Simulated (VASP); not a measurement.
These are PBE GGA, VASP's PBE PAW potentials (set 64) (plane waves; VASP) values and carry that method's errors.

Input for VASP

**KPOINTS**
```
K-points
0
gamma
10 10 10
```

### POSCAR
```
NaF
1
    0.0000000000     2.2773083501     2.2773083501
    2.2773083501     0.0000000000     2.2773083501
    2.2773083501     2.2773083501     0.0000000000
Na F
1 1
Direct
  0.0000000000   0.0000000000   0.0000000000
  0.5000000000   0.5000000000   0.5000000000
```

**INCAR**
```
! general
SYSTEM  = NaF
PREC    = Accurate
ENCUT   = 620   ! plane-wave cut-off (eV)
LREAL   = F
LASPH   = T   ! aspherical one-centre terms

! electronic loop
EDIFF   = 1E-6   ! SCF stop (eV)
NELM    = 100   ! most electronic steps
ALGO    = Normal   ! blocked Davidson

! smearing
ISMEAR  = 0   ! Gaussian
SIGMA   = 0.05

! functional
GGA     = PE   ! PBE

! ions
IBRION  = 2   ! conjugate gradients
NSW     = 40
ISIF    = 3   ! ions, shape and volume
EDIFFG  = -0.02
PSTRESS = 50   ! kbar

! output
LWAVE   = F
LCHARG  = F
```

POTCAR, in this order: Na_pv F (PBE.64 set). Program: vasp_std.

What VASP printed:

**OSZICAR**
```
       N       E                     dE             d eps       ncg     rms          rms(c)
DAV:   1     0.121493179746E+03    0.12149E+03   -0.89390E+03  1043   0.176E+03
DAV:   2    -0.238226153220E+01   -0.12388E+03   -0.11381E+03  1101   0.404E+02
DAV:   3    -0.934314923738E+01   -0.69609E+01   -0.69408E+01  1205   0.947E+01
DAV:   4    -0.942161609400E+01   -0.78467E-01   -0.78454E-01  1130   0.104E+01
DAV:   5    -0.942241526014E+01   -0.79917E-03   -0.79916E-03  1190   0.109E+00    0.542E+00
DAV:   6    -0.854260250446E+01    0.87981E+00   -0.37306E+00  1265   0.194E+01    0.181E+00
DAV:   7    -0.853234339096E+01    0.10259E-01   -0.28627E-02  1037   0.259E+00    0.104E+00
DAV:   8    -0.853336018866E+01   -0.10168E-02   -0.26971E-02  1037   0.403E+00    0.117E-01
DAV:   9    -0.853412927053E+01   -0.76908E-03   -0.35537E-03  1181   0.684E-01    0.769E-02
DAV:  10    -0.853407244364E+01    0.56827E-04   -0.43741E-04  1073   0.324E-01    0.116E-02
DAV:  11    -0.853407046490E+01    0.19787E-05   -0.13549E-05  1166   0.577E-02    0.226E-03
DAV:  12    -0.853407052302E+01   -0.58127E-07   -0.91837E-07  1052   0.131E-02
   1 F= -.77969221E+01 E0= -.77969221E+01  d E =-.779692E+01
```

**OUTCAR**
```
------------------------ aborting loop because EDIFF is reached ----------------------------------------
  FORCE on cell =-STRESS in cart. coord.  units (eV):
  Direction    XX          YY          ZZ          XY          YZ          ZX
  --------------------------------------------------------------------------------------
  Total        0.7431912      0.7431912      0.7431912      0.0000000      0.0000000      0.0000000
  in kB       50.4098760     50.4098760     50.4098760      0.0000000      0.0000000      0.0000000
  external PRESSURE =       0.4098760 kB  Pullay stress =      50.0000000 kB
  volume of cell :       23.62
      direct lattice vectors                 reciprocal lattice vectors
     0.000000000  2.277308350  2.277308350    -0.219557444  0.219557444  0.219557444
     2.277308350  0.000000000  2.277308350     0.219557444 -0.219557444  0.219557444
     2.277308350  2.277308350  0.000000000     0.219557444  0.219557444 -0.219557444
  FREE ENERGIE OF THE ION-ELECTRON SYSTEM (eV)
  ---------------------------------------------------
  free  energy   TOTEN  =        -8.5340705230 eV

  energy  without entropy=       -8.5340705230  energy(sigma->0) =       -8.53407052
  enthalpy is  TOTEN    =        -7.7969221128 eV   P V=        0.7371484103

 reached required accuracy - stopping structural energy minimisation
```
(Selected blocks of OUTCAR.)

### OUTCAR
```
 val. band max:       -1.8529362943   @ k =   0.0000   0.0000   0.0000

 cond. band min:       4.7392133539   @ k =   0.0000   0.0000   0.0000


 Fermi energy:        -1.5490638767

 k-point     1 :       0.0000    0.0000    0.0000
  band No.  band energies     occupation
      1     -21.1170      2.00000
      2     -20.6455      2.00000
      3     -20.6455      2.00000
      4     -20.6455      2.00000
      5      -1.8529      2.00000
      6      -1.8529      2.00000
      7      -1.8529      2.00000
      8       4.7392      0.00000
      9      17.4986      0.00000
     10      17.4986      0.00000
     11      17.4986      0.00000

 k-point     2 :       0.1000    0.0000    0.0000
  band No.  band energies     occupation
      1     -21.2322      2.00000
      2     -20.6468      2.00000
      3     -20.6468      2.00000
      4     -20.5151      2.00000
      5      -2.0626      2.00000
      6      -1.8804      2.00000
      7      -1.8804      2.00000
      8       5.1102      0.00000
      9      16.2009      0.00000
     10      17.6690      0.00000
     11      17.6690      0.00000

 k-point     3 :       0.2000    0.0000    0.0000
  band No.  band energies     occupation
      1     -21.4203      2.00000
      2     -20.6502      2.00000
      3     -20.6502      2.00000
      4     -20.2873      2.00000
      5      -2.5464      2.00000
      6      -1.9517      2.00000
      7      -1.9517      2.00000
      8       6.0620      0.00000
      9      14.4301      0.00000
     10      18.1042      0.00000
     11      18.1042      0.00000

 k-point     4 :       0.3000    0.0000    0.0000
  band No.  band energies     occupation
      1     -21.5781      2.00000
      2     -20.6545      2.00000
      3     -20.6545      2.00000
      4     -20.0794      2.00000
      5      -3.0571      2.00000
      6      -2.0387      2.00000
      7      -2.0387      2.00000
      8       7.2986      0.00000
      9      12.9395      0.00000
...
```

The compound is NaF in the rock salt structure. It was relaxed first under an external pressure of 5 GPa.
